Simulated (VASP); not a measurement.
Output of a VASP run:

File OSZICAR:
```
       N       E                     dE             d eps       ncg     rms          rms(c)
DAV:   1     0.536026359579E+03    0.53603E+03   -0.23578E+04  1922   0.227E+03
DAV:   2     0.168168417896E+02   -0.51921E+03   -0.50273E+03  1840   0.526E+02
DAV:   3    -0.577283214645E+02   -0.74545E+02   -0.70408E+02  1894   0.173E+02
DAV:   4    -0.610829510229E+02   -0.33546E+01   -0.33159E+01  2078   0.415E+01
DAV:   5    -0.611607468978E+02   -0.77796E-01   -0.77772E-01  2018   0.586E+00    0.261E+01
DAV:   6    -0.604901490330E+02    0.67060E+00   -0.10574E+02  2186   0.102E+02    0.224E+01
DAV:   7    -0.543497442039E+02    0.61404E+01   -0.32206E+01  2116   0.615E+01    0.649E+00
DAV:   8    -0.560150061629E+02   -0.16653E+01   -0.82527E+00  2480   0.546E+01    0.172E+01
DAV:   9    -0.544091546864E+02    0.16059E+01   -0.66632E+00  2438   0.346E+01    0.508E+00
DAV:  10    -0.542370752075E+02    0.17208E+00   -0.81440E-01  2786   0.185E+01    0.187E+00
DAV:  11    -0.542104334092E+02    0.26642E-01   -0.16976E-01  2160   0.575E+00    0.640E-01
DAV:  12    -0.542075458878E+02    0.28875E-02   -0.25919E-02  2236   0.161E+00    0.297E-01
DAV:  13    -0.542068675369E+02    0.67835E-03   -0.27574E-03  1984   0.451E-01    0.121E-01
DAV:  14    -0.542067886266E+02    0.78910E-04   -0.42362E-04  2292   0.213E-01    0.380E-02
DAV:  15    -0.542067864233E+02    0.22033E-05   -0.40947E-05  2136   0.798E-02    0.182E-02
DAV:  16    -0.542067844160E+02    0.20074E-05   -0.88911E-06  2142   0.375E-02    0.597E-03
DAV:  17    -0.542067842730E+02    0.14294E-06   -0.11446E-06  1094   0.100E-02
   1 F= -.54206784E+02 E0= -.54141485E+02  d E =-.130599E+00
```

**OUTCAR**
```
------------------------ aborting loop because EDIFF is reached ----------------------------------------
  FORCE on cell =-STRESS in cart. coord.  units (eV):
  Direction    XX          YY          ZZ          XY          YZ          ZX
  --------------------------------------------------------------------------------------
  Total       -7.3721827     -7.3721827     -7.1928398      0.0000000     -0.0000000      0.0000000
  in kB     -134.1046769   -134.1046769   -130.8423150      0.0000000     -0.0000000      0.0000000
  external PRESSURE =    -133.0172230 kB  Pullay stress =       0.0000000 kB
  volume of cell :       88.08
      direct lattice vectors                 reciprocal lattice vectors
     3.533385000  0.000000000  0.000000000     0.283014730  0.000000000  0.000000000
     0.000000000  3.533385000  0.000000000     0.000000000  0.283014730  0.000000000
     0.000000000  0.000000000  7.054737000     0.000000000  0.000000000  0.141748729
 POSITION                                       TOTAL-FORCE (eV/Angst)
 -----------------------------------------------------------------------------------
      0.00000      0.00000      3.52737         0.000000     -0.000000      0.000000
      1.76669      1.76669      0.00000         0.000000     -0.000000      0.000000
      1.76669      1.76669      3.52737         0.000000     -0.000000      0.000000
      1.76669      0.00000      1.81152        -0.000000      0.000000      0.015397
      1.76669      0.00000      5.24322         0.000000      0.000000     -0.015397
      0.00000      1.76669      1.81152        -0.000000      0.000000      0.015397
      0.00000      1.76669      5.24322         0.000000      0.000000     -0.015397
      0.00000      0.00000      0.00000         0.000000     -0.000000      0.000000
 -----------------------------------------------------------------------------------
    total drift:                               -0.000000      0.000000     -0.000000
  FREE ENERGIE OF THE ION-ELECTRON SYSTEM (eV)
  ---------------------------------------------------
  free  energy   TOTEN  =       -54.2067842730 eV

  energy  without entropy=      -54.0761850741  energy(sigma->0) =      -54.14148467
```
(Selected blocks of OUTCAR.)

**POSCAR**
```
SiNi6Ge
1
    3.5333850000     0.0000000000     0.0000000000
    0.0000000000     3.5333850000     0.0000000000
    0.0000000000     0.0000000000     7.0547370000
Si Ni Ge
1 6 1
Direct
  0.0000000000   0.0000000000   0.5000000000
  0.5000000000   0.5000000000   0.0000000000
  0.5000000000   0.5000000000   0.5000000000
  0.5000000000   0.0000000000   0.2567800000
  0.5000000000   0.0000000000   0.7432200000
  0.0000000000   0.5000000000   0.2567800000
  0.0000000000   0.5000000000   0.7432200000
  0.0000000000   0.0000000000   0.0000000000
```

Problem. Write an INCAR and KPOINTS that could have produced this output.

Solution. Several could match; the one computed here: the input of the run itself, LDA (Ceperley-Alder, Perdew-Zunger), plane waves, VASP's LDA PAW potentials (set 64).

### INCAR
```
SYSTEM = SiNi6Ge
PREC = Accurate
ENCUT = 300
EDIFF = 1E-6
NELM = 100
ALGO = Normal
LREAL = .FALSE.
LASPH = .TRUE.
ISMEAR = -1
SIGMA = 0.1
LMAXMIX = 4
LWAVE = .FALSE.
LCHARG = .FALSE.
ISIF = 2
```

KPOINTS:
```
Automatic mesh
0
Gamma
6 6 3
0 0 0
```

POTCAR, in this order: Si Ni Ge_d (LDA.64 set). Program: vasp_std.

At this cut-off the stress carries a Pulay error, which pulls relaxed volumes low.

The structure comes from a computed database's SiNi6Ge entry (P4/mmm); how it stands against other phases isn't given here. The cell was not relaxed at this level. The run is one of a series of settings (GGA removed, POTCAR Si Ni Ge_d (LDA.64 set) against the base run), some of them coarse on purpose. The run is not spin-polarised, so no magnetic state was tried.
